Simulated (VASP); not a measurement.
Input:

```
CELL_PARAMETERS angstrom
      4.34520     2.17260     2.17260
      2.17260     4.34520     2.17260
      2.17260     2.17260     4.34520
ATOMIC_POSITIONS crystal
  Co 0.00000 0.00000 0.00000
  Co 0.50000 0.50000 0.50000
  O  0.25000 0.25000 0.25000
  O  0.75000 0.75000 0.75000
```
Starting moments (μB, in the order of the record's atoms Co Co O O): 3.0 -3.0 0.0 0.0.

The numbers are results of PBE GGA + U (Dudarev), VASP's PBE PAW potentials (set 64) (plane waves; VASP), not measurements. Numerical set-up: 520 eV cut-off, 8×8×8 Γ-centred mesh, Gaussian smearing of 0.050 eV, potentials Co O, U − J: Co 5.00 eV.

Q: Give the stress tensor in GPa (positive for a compressed cell).

A: 
```
-10.02    2.20    2.20
  2.20  -10.02    2.20
  2.20    2.20  -10.02
```
The pressure is its mean diagonal, -10.02 GPa.

The compound is CoO in the rock salt, AFM-II order structure. The cell was not relaxed at this level. The run is one of a series of settings (LDAU = .TRUE., LDAUJ = 0 0, LDAUL = 2 -1, LDAUTYPE = 2, LDAUU = 5.0 0 against the base run), some of them coarse on purpose. A gapless solution with U can be a metastable orbital state.
